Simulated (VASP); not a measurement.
```yaml
crystal:
  lattice:
    - [7.44914, -1.81934, 1.19988]
    - [7.44914, 1.81934, 1.19988]
    - [6.51978, 0.00000, 4.21092]
  atoms:
    - { symbol: As, position: [0.19777, 0.19777, 0.19777] }
    - { symbol: As, position: [0.80223, 0.80223, 0.80223] }
```

Method: revPBE GGA, VASP's PBE PAW potentials (set 64) (plane waves; VASP). Settings: 520 eV cut-off, Gaussian smearing of 0.050 eV, potentials As.

Q: Give the energies of bands 3 to 8 at the high-symmetry points, in eV from the valence-band maximum.

A: 
| band | Γ | T | H2 | L | S0 | F |
|---|---|---|---|---|---|---|
| 3 | -0.49 | -0.29 | -3.81 | -3.26 | -4.08 | -3.27 |
| 4 | 0.00 | 0.00 | -2.58 | -1.81 | -2.14 | -1.81 |
| 5 | 0.00 | 0.00 | -1.20 | -1.43 | -1.63 | -1.46 |
| 6 | 2.00 | 1.84 | 2.53 | 2.02 | 2.28 | 2.06 |
| 7 | 3.48 | 3.48 | 3.98 | 3.20 | 4.47 | 3.35 |
| 8 | 3.48 | 3.48 | 4.84 | 4.51 | 4.62 | 4.52 |

The gap is indirect, 1.65 eV, from the valence maximum at Γ-T at 0.45 to the conduction minimum at L-Γ at 0.36.

The compound is As in the a7 structure. It was relaxed first, which changed the volume by +99 %.
